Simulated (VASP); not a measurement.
All values below come from PW91 GGA, VASP's PBE PAW potentials (set 64) (plane waves; VASP).

VASP ran on this input.

### INCAR
```
! general
SYSTEM   =  WSi2
PREC     =  Accurate
ENCUT    =  520
LREAL    =  F
LASPH    =  T

! electronic loop
EDIFF    =  1E-6
NELM     =  100
ALGO     =  Normal
LMAXMIX  =  6

! smearing
ISMEAR   =  1
SIGMA    =  0.1

! functional
GGA      =  91

! ions
IBRION   =  2
NSW      =  60
ISIF     =  3
EDIFFG   =  -0.02

! output
LWAVE    =  F
LCHARG   =  F
```

POSCAR:
```
WSi2
1.0
 -1.6181857040   1.6181857040   3.9440744618
  1.6181857040  -1.6181857040   3.9440744618
  1.6181857040   1.6181857040  -3.9440744618
Si W
2 1
Cartesian
  0.0000000000  -0.0000000000   5.2471946454
 -0.0000000000   0.0000000000   2.6409542782
  0.0000000000   0.0000000000   0.0000000000
```

### KPOINTS
```
Automatic mesh
0
Gamma
12 12 12
0 0 0
```

POTCAR, in this order: Si W_sv (PBE.64 set). Program: vasp_std.

**Question.** What will the output report for the number of irreducible k-points (NKPTS), largest plane-wave count, number of space-group operations, FFT grid (NGX, NGY, NGZ)?

**Answer.** 
```yaml
number of irreducible k-points (NKPTS): 163
largest_plane_wave_count: 1141
number_of_space_group_operations: 16
FFT grid (NGX, NGY, NGZ): 36 × 36 × 36
```

The compound is WSi2 in the MoSi2 type structure. This run relaxes it. Symmetry was kept, so distortions that lower it aren't found. The start is the result of an earlier pass.
